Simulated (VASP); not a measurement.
Consider the following.

```xyz
6
Lattice="2.7686 0.0000 0.0000 0.0000 2.7686 0.0000 0.0000 0.0000 26.7281" Properties=species:S:1:pos:R:3 pbc="T T T"
Pt     0.0000     1.3843     8.4699
Pt     1.3843     0.0000    10.4276
Pt     0.0000     1.3843    12.3852
Pt     1.3843     0.0000    14.3429
Pt     0.0000     1.3843    16.3006
Pt     1.3843     0.0000    18.2582
```

Level of theory: PBEsol GGA, VASP's PBE PAW potentials (set 64) (plane waves; VASP). Run with PREC = Normal, EDIFF = 1E-5, 400 eV cut-off, 10×10×1 Γ-centred mesh, first-order Methfessel-Paxton smearing of 0.10 eV, potentials Pt.

Task: The ions are relaxed. What does this cell relax into?

Result: 
```xyz
6
Lattice="2.7686 0.0000 0.0000 0.0000 2.7686 0.0000 0.0000 0.0000 26.7281" Properties=species:S:1:pos:R:3 pbc="T T T"
Pt     0.0000     1.3843     8.5152
Pt     1.3843     0.0000    10.4245
Pt     2.7686     1.3843    12.3809
Pt     1.3843     0.0000    14.3472
Pt     2.7686     1.3843    16.3037
Pt     1.3843     0.0000    18.2130
```

Task: How much energy does the relaxation gain?

Result: The energy (σ→0) changes by -3.2 meV/atom, in 8 ionic steps.

The cell is a thin slab with vacuum, built from Pt (fcc): (100) face.
